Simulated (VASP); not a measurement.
Output of a VASP run:

File OSZICAR:
```
...
DAV:   6    -0.243268506908E+02    0.67744E-03   -0.75180E-04  2446   0.310E-01    0.777E-03
DAV:   7    -0.243268512236E+02   -0.53285E-06   -0.18505E-05  1632   0.399E-02    0.710E-03
DAV:   8    -0.243268513848E+02   -0.16120E-06   -0.73465E-06  1878   0.226E-02
   3 F= -.24326851E+02 E0= -.24326851E+02  d E =-.207133E-01
       N       E                     dE             d eps       ncg     rms          rms(c)
DAV:   1    -0.243269333838E+02   -0.82160E-04   -0.13372E-03  1962   0.850E-01    0.587E-02
DAV:   2    -0.243268646333E+02    0.68750E-04   -0.16507E-04  2298   0.325E-01    0.281E-02
DAV:   3    -0.243268443850E+02    0.20248E-04   -0.43639E-05  2478   0.153E-01    0.584E-03
DAV:   4    -0.243268438051E+02    0.57985E-06   -0.45440E-06  1576   0.200E-02
   4 F= -.24326844E+02 E0= -.24326844E+02  d E =-.207057E-01
       N       E                     dE             d eps       ncg     rms          rms(c)
DAV:   1    -0.243322380536E+02   -0.53937E-02   -0.89226E-02  1926   0.683E+00    0.471E-01
DAV:   2    -0.243278593449E+02    0.43787E-02   -0.11592E-02  2232   0.272E+00    0.226E-01
DAV:   3    -0.243265809187E+02    0.12784E-02   -0.28362E-03  2464   0.122E+00    0.475E-02
DAV:   4    -0.243265456133E+02    0.35305E-04   -0.38590E-04  1590   0.179E-01    0.384E-02
DAV:   5    -0.243264953340E+02    0.50279E-04   -0.41060E-05  2166   0.562E-02    0.217E-02
DAV:   6    -0.243264660026E+02    0.29331E-04   -0.30934E-05  2480   0.660E-02    0.125E-03
DAV:   7    -0.243264660061E+02   -0.35525E-08   -0.84577E-07   976   0.100E-02
   5 F= -.24326466E+02 E0= -.24326466E+02  d E =0.377799E-03
       N       E                     dE             d eps       ncg     rms          rms(c)
DAV:   1    -0.243301342140E+02   -0.36682E-02   -0.50884E-02  1926   0.518E+00    0.354E-01
DAV:   2    -0.243276644166E+02    0.24698E-02   -0.64544E-03  2250   0.203E+00    0.172E-01
DAV:   3    -0.243269170422E+02    0.74737E-03   -0.16423E-03  2472   0.938E-01    0.358E-02
DAV:   4    -0.243268965684E+02    0.20474E-04   -0.22644E-04  1590   0.136E-01    0.292E-02
DAV:   5    -0.243268692379E+02    0.27331E-04   -0.21556E-05  2198   0.409E-02    0.175E-02
DAV:   6    -0.243268501407E+02    0.19097E-04   -0.19181E-05  2418   0.529E-02    0.129E-03
DAV:   7    -0.243268501552E+02   -0.14548E-07   -0.61335E-07   920   0.818E-03
   6 F= -.24326850E+02 E0= -.24326850E+02  d E =-.635010E-05
       N       E                     dE             d eps       ncg     rms          rms(c)
DAV:   1    -0.243268568598E+02   -0.67191E-05   -0.66260E-05  1938   0.185E-01    0.127E-02
DAV:   2    -0.243268536777E+02    0.31821E-05   -0.84298E-06  2026   0.726E-02    0.609E-03
DAV:   3    -0.243268525684E+02    0.11093E-05   -0.15086E-06   804   0.329E-02    0.948E-04
DAV:   4    -0.243268525357E+02    0.32653E-07   -0.71071E-07   792   0.947E-03
   7 F= -.24326853E+02 E0= -.24326853E+02  d E =-.873060E-05
       N       E                     dE             d eps       ncg     rms          rms(c)
DAV:   1    -0.243268589818E+02   -0.64134E-05   -0.68130E-05  1932   0.190E-01    0.134E-02
DAV:   2    -0.243268555436E+02    0.34382E-05   -0.88323E-06  2076   0.768E-02    0.664E-03
DAV:   3    -0.243268541966E+02    0.13470E-05   -0.15370E-06   804   0.346E-02    0.989E-04
DAV:   4    -0.243268541630E+02    0.33593E-07   -0.76329E-07   792   0.969E-03
   8 F= -.24326854E+02 E0= -.24326854E+02  d E =-.103579E-04
```

### OUTCAR
```
------------------------ aborting loop because EDIFF is reached ----------------------------------------
  FORCE on cell =-STRESS in cart. coord.  units (eV):
  Direction    XX          YY          ZZ          XY          YZ          ZX
  --------------------------------------------------------------------------------------
  Total       -0.0092317     -0.0092317      0.0342450      0.0000000      0.0000000      0.0000000
  in kB       -0.3144234     -0.3144234      1.1663556      0.0000000      0.0000000      0.0000000
  external PRESSURE =       0.1791696 kB  Pullay stress =       0.0000000 kB
  volume of cell :       47.04
      direct lattice vectors                 reciprocal lattice vectors
     1.609589254 -2.787890328  0.000000000     0.310638257 -0.179347084  0.000000000
     1.609589254  2.787890328  0.000000000     0.310638257  0.179347084  0.000000000
     0.000000000  0.000000000  5.241501540     0.000000000  0.000000000  0.190785025
  FREE ENERGIE OF THE ION-ELECTRON SYSTEM (eV)
  ---------------------------------------------------
  free  energy   TOTEN  =       -24.3268541630 eV

  energy  without entropy=      -24.3268541630  energy(sigma->0) =      -24.32685416

 reached required accuracy - stopping structural energy minimisation
```
(Selected blocks of OUTCAR.)

### POSCAR
```
GaN
1
    1.5950000000    -2.7626210000     0.0000000000
    1.5950000000     2.7626210000     0.0000000000
    0.0000000000     0.0000000000     5.1900000000
Ga N
2 2
Direct
  0.6666670000   0.3333330000   0.5000000000
  0.3333330000   0.6666670000   0.0000000000
  0.6666670000   0.3333330000   0.8770000000
  0.3333330000   0.6666670000   0.3770000000
```

Q: Reconstruct the remaining input files.

A: This is not unique; one that fits is the input of the run itself, PBE GGA, plane waves, VASP's PBE PAW potentials (set 64).

### KPOINTS
```
Automatic mesh
0
Gamma
9 9 5
0 0 0
```

INCAR:
```
SYSTEM  =  GaN
PREC  =  Accurate; ENCUT  =  520; LREAL  =  F
LASPH  =  T
EDIFF  =  1E-6; NELM  =  100; ALGO  =  Normal
LMAXMIX  =  4
ISMEAR  =  0; SIGMA  =  0.05
GGA  =  PE
IBRION  =  2; NSW  =  60; ISIF  =  3
EDIFFG  =  -0.01
LWAVE  =  F; LCHARG  =  F
```

POTCAR, in this order: Ga_d N (PBE.64 set). Program: vasp_std.

Energy and stress use the plane-wave basis of the starting cell.

The compound is GaN in the wurtzite structure. This run relaxes it. Symmetry was kept, so distortions that lower it aren't found.
